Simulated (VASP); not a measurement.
OSZICAR of a VASP run on PbF$_{2}$ (fluorite):

OSZICAR:
```
       N       E                     dE             d eps       ncg     rms          rms(c)
DAV:   1     0.308839604982E+03    0.30884E+03   -0.14972E+04   720   0.176E+03
DAV:   2     0.195212496933E+02   -0.28932E+03   -0.27815E+03   836   0.452E+02
DAV:   3    -0.854469414562E+01   -0.28066E+02   -0.27760E+02   850   0.152E+02
DAV:   4    -0.937070933988E+01   -0.82602E+00   -0.82521E+00   788   0.273E+01
DAV:   5    -0.939662220722E+01   -0.25913E-01   -0.25912E-01   820   0.509E+00    0.792E+00
DAV:   6    -0.745904199355E+01    0.19376E+01   -0.10426E+01   944   0.268E+01    0.277E+00
DAV:   7    -0.744385381159E+01    0.15188E-01   -0.46733E-01   728   0.469E+00    0.156E+00
DAV:   8    -0.743308774238E+01    0.10766E-01   -0.10961E-01   724   0.397E+00    0.482E-01
DAV:   9    -0.743067450978E+01    0.24132E-02   -0.20411E-02   838   0.107E+00    0.101E-01
DAV:  10    -0.743144975520E+01   -0.77525E-03   -0.14942E-03   720   0.479E-01    0.291E-02
DAV:  11    -0.743142331910E+01    0.26436E-04   -0.11336E-04   776   0.117E-01    0.136E-02
DAV:  12    -0.743142746589E+01   -0.41468E-05   -0.66195E-05   842   0.878E-02    0.113E-02
DAV:  13    -0.743142520405E+01    0.22618E-05   -0.20435E-05   902   0.477E-02    0.210E-03
DAV:  14    -0.743142517368E+01    0.30367E-07   -0.85374E-07   748   0.732E-03
   1 F= -.74314252E+01 E0= -.74314252E+01  d E =-.369760E-15
```

Which electronic solver shows in the log?

It is blocked Davidson (ALGO = Normal, or the opening steps of other solvers). The INCAR had ALGO = Normal.

Can the final energy be trusted as converged?

The calculation finished and met its thresholds. It stopped with EDIFF = 1E-7, NELM = 100 (optB86b-vdW, plane waves, VASP's PBE PAW potentials (set 64)).

The compound is PbF2 in the fluorite structure, the β form. This cell is one point of a volume scan, at 1.03 of the reference volume.
